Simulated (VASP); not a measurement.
Data:

```yaml
crystal:
  lattice:
    - [4.77683, 0.00000, 0.00000]
    - [0.00000, 4.77683, 0.00000]
    - [0.00000, 0.00000, 3.22658]
  atoms:
    - { symbol: Sn, position: [0.00000, 0.00000, 0.00000] }
    - { symbol: Sn, position: [0.50000, 0.50000, 0.50000] }
    - { symbol: O, position: [0.30620, 0.30620, 0.00000] }
    - { symbol: O, position: [0.80620, 0.19380, 0.50000] }
    - { symbol: O, position: [0.19380, 0.80620, 0.50000] }
    - { symbol: O, position: [0.69380, 0.69380, 0.00000] }
```

Method: vdW-DF-cx, VASP's PBE PAW potentials (set 64) (plane waves; VASP 6.6.1). Run with 520 eV cut-off, Gaussian smearing of 0.050 eV, potentials Sn_d O.

Unless said otherwise, spin-orbit coupling is left out, though it shifts the bands of the heavy elements here.

Give the energies of bands 15 to 28 at the high-symmetry points, in eV from the valence-band maximum.

```tsv
band	Γ	X	M	Z	R	A
15	-8.06	-6.49	-5.50	-7.15	-6.87	-7.89
16	-3.98	-6.49	-5.50	-7.15	-6.87	-7.89
17	-3.98	-3.06	-3.82	-4.15	-5.46	-4.91
18	-3.90	-3.06	-3.82	-4.15	-5.46	-4.91
19	-3.03	-2.93	-2.98	-3.71	-4.12	-2.54
20	-1.99	-2.93	-2.98	-3.71	-4.12	-2.54
21	-1.92	-1.94	-1.94	-2.61	-1.71	-2.38
22	-1.25	-1.94	-1.94	-2.61	-1.71	-2.38
23	-1.25	-1.21	-1.33	-1.61	-1.06	-0.93
24	-0.75	-1.21	-1.33	-1.61	-1.06	-0.93
25	-0.75	-0.61	-0.87	-1.22	-0.71	-0.80
26	0.00	-0.61	-0.87	-1.22	-0.71	-0.80
27	0.89	4.10	4.48	5.81	6.08	4.53
28	5.81	4.10	4.48	5.81	6.08	4.53
```

The gap is direct, 0.89 eV, from the valence maximum at Γ to the conduction minimum at Γ.

The compound is SnO2 in the rutile structure. It was relaxed first.
